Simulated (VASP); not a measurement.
Energy against volume of TiCo (CsCl type). All values below come from TPSS meta-GGA, VASP's PBE PAW potentials (set 64) (plane waves; VASP). Numerical set-up: 520 eV cut-off, 12×12×12 Γ-centred mesh, first-order Methfessel-Paxton smearing of 0.10 eV, potentials Ti_sv Co.

```
V (Å³/atom)  E (eV/atom)
-----------  -----------
12.015         -15.19192
12.399         -15.21604
12.782         -15.22401
13.165         -15.21827
```

Task: Fit these four points and predict the energy of the run at 13.549 Å³/atom.

Result: A cubic in V^(−2/3), the third-order Birch-Murnaghan form, passes through the four points with V0 = 12.80 Å³/atom and B0 = 190 GPa, and gives -15.2008 eV/atom there. The run gave -15.2006 eV/atom, +0.1 meV/atom from the fit; all five points give B0 = 190 GPa.

The compound is TiCo in the CsCl type structure. It was relaxed first. The run is not spin-polarised, so no magnetic state was tried.
